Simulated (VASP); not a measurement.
Output of a VASP run:

OSZICAR:
```
       N       E                     dE             d eps       ncg     rms          rms(c)
DAV:   1     0.636518614962E+02    0.63652E+02   -0.11608E+04  3860   0.193E+03
DAV:   2    -0.614763600956E+02   -0.12513E+03   -0.12129E+03  3934   0.339E+02
DAV:   3    -0.654910020088E+02   -0.40146E+01   -0.40052E+01  4522   0.715E+01
DAV:   4    -0.655165478285E+02   -0.25546E-01   -0.25544E-01  4417   0.496E+00
DAV:   5    -0.655168708207E+02   -0.32299E-03   -0.32299E-03  4606   0.569E-01    0.904E+00
DAV:   6    -0.599098580011E+02    0.56070E+01   -0.55380E+00  3871   0.301E+01    0.681E+00
DAV:   7    -0.598793355870E+02    0.30522E-01   -0.31331E-01  4249   0.790E+00    0.364E+00
DAV:   8    -0.598893424845E+02   -0.10007E-01   -0.24408E-01  4067   0.618E+00    0.963E-01
DAV:   9    -0.599350800757E+02   -0.45738E-01   -0.37028E-02  4046   0.319E+00    0.249E-01
DAV:  10    -0.599363762410E+02   -0.12962E-02   -0.60667E-03  4228   0.849E-01    0.734E-02
DAV:  11    -0.599365016307E+02   -0.12539E-03   -0.26972E-03  4137   0.597E-01    0.538E-02
DAV:  12    -0.599367605446E+02   -0.25891E-03   -0.19264E-04  4004   0.156E-01    0.313E-02
DAV:  13    -0.599367572514E+02    0.32932E-05   -0.40063E-05  4354   0.919E-02    0.119E-02
DAV:  14    -0.599367759181E+02   -0.18667E-04   -0.29044E-05  4144   0.812E-02    0.346E-03
DAV:  15    -0.599367758406E+02    0.77524E-07   -0.16285E-06  4095   0.211E-02    0.191E-03
DAV:  16    -0.599367757695E+02    0.71095E-07   -0.20602E-07  3370   0.670E-03
   1 F= -.59936776E+02 E0= -.59936494E+02  d E =-.845000E-03
```

**OUTCAR**
```
------------------------ aborting loop because EDIFF is reached ----------------------------------------
  FORCE on cell =-STRESS in cart. coord.  units (eV):
  Direction    XX          YY          ZZ          XY          YZ          ZX
  --------------------------------------------------------------------------------------
  Total        0.0806285      0.0731895      0.0806285      0.0000000      0.0000000      0.0000000
  in kB        4.1435980      3.7612969      4.1435980      0.0000000      0.0000000      0.0000000
  external PRESSURE =       4.0161643 kB  Pullay stress =       0.0000000 kB
  volume of cell :       31.18
      direct lattice vectors                 reciprocal lattice vectors
     3.147317231  0.000000000  0.000000000     0.317730920  0.000000000  0.000000000
     0.000000000  3.147317231  0.000000000     0.000000000  0.317730920  0.000000000
     0.000000000  0.000000000  3.147317231     0.000000000  0.000000000  0.317730920
 POSITION                                       TOTAL-FORCE (eV/Angst)
 -----------------------------------------------------------------------------------
      1.57366      1.57366      1.57366         0.000000      0.085462      0.000000
      0.00000      0.02500      0.00000         0.000000     -0.085462     -0.000000
 -----------------------------------------------------------------------------------
    total drift:                                0.000000     -0.000657     -0.000000
  FREE ENERGIE OF THE ION-ELECTRON SYSTEM (eV)
  ---------------------------------------------------
  free  energy   TOTEN  =       -59.9367757695 eV

  energy  without entropy=      -59.9359307697  energy(sigma->0) =      -59.93649410
```
(Selected blocks of OUTCAR.)

File POSCAR:
```
AuZn
1
    3.1473172308     0.0000000000     0.0000000000
    0.0000000000     3.1473172308     0.0000000000
   -0.0000000000    -0.0000000000     3.1473172308
Zn Au
1 1
Direct
  0.5000000000   0.5000000000   0.5000000000
  0.0000000000   0.0079432730   0.0000000000
```

Write an INCAR and KPOINTS that could have produced this output.

One answer among several that fit: the input of the run itself, r2SCAN meta-GGA, plane waves, VASP's PBE PAW potentials (set 64).

### KPOINTS
```
Automatic mesh
0
Gamma
10 10 10
0 0 0
```

**INCAR**
```
! general
SYSTEM  = AuZn
PREC    = Accurate
ENCUT   = 480   ! plane-wave cut-off (eV)
LREAL   = .False.   ! projection in real space or not
LASPH   = .True.   ! aspherical one-centre terms

! electronic loop
EDIFF   = 1E-7   ! SCF stop (eV)
NELM    = 100
ALGO    = Normal
LMAXMIX = 6   ! l cut-off of mixed one-centre charges
LMIXTAU = .True.

! smearing
ISMEAR  = 1   ! Methfessel-Paxton
SIGMA   = 0.1

! functional
METAGGA = R2SCAN

! ions
ISIF    = 2   ! forces and stress, cell fixed

! output
LWAVE   = .False.
LCHARG  = .False.
```

POTCAR, in this order: Zn Au (PBE.64 set). Program: vasp_std.

The compound is AuZn in the CsCl type structure. This cell was strained or had an atom moved on purpose. The electron count is odd and the run is not spin-polarised, which forces a metal.
